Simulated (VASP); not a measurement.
Here is the system:

```
Na
1.0
   -2.07578     2.07578     2.07578
    2.07578    -2.07578     2.07578
    2.07578     2.07578    -2.07578
Na
1
Direct
  0.00000   0.00000   0.00000
```

The numbers are results of revTPSS meta-GGA, VASP's PBE PAW potentials (set 64) (plane waves; VASP 6.6.1), not measurements. Numerical set-up: 520 eV cut-off, 12×12×12 Γ-centred mesh, first-order Methfessel-Paxton smearing of 0.10 eV, potentials Na_pv.

**Question.** Predict the energy per atom (σ→0), band gap (on the k-mesh) with the smallest direct gap where there is one.

**Answer.** 
| Quantity | Result |
|---|---|
| band gap (on the k-mesh) | none (metal, semimetal or under 0.01 eV) |
| energy per atom (σ→0) | -2.837 eV/atom |

The compound is Na in the bcc structure. This cell is one point of a volume scan, at 0.97 of the reference volume.
